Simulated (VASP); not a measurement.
```
CELL_PARAMETERS angstrom
     -1.73933     1.73933     1.73933
      1.73933    -1.73933     1.73933
      1.73933     1.73933    -1.73933
ATOMIC_POSITIONS crystal
  Li 0.00000 0.00000 0.00000
```

Computed with revPBE GGA, VASP's PBE PAW potentials (set 64) (plane waves; VASP). Numerical set-up: 520 eV cut-off, 16×16×16 Γ-centred mesh, tetrahedra with Blöchl corrections, potentials Li_sv.

Predict the energy per atom (σ→0), band gap (on the k-mesh) with the smallest direct gap where there is one.

```
Property                                                     Value
------------------------  ----------------------------------------
band gap (on the k-mesh)  none (metal, semimetal or under 0.01 eV)
energy per atom (σ→0)                               -1.809 eV/atom
```

The absolute energy has meaning only against runs of the same code, potentials and settings.

The compound is Li in the bcc structure. It was relaxed first.
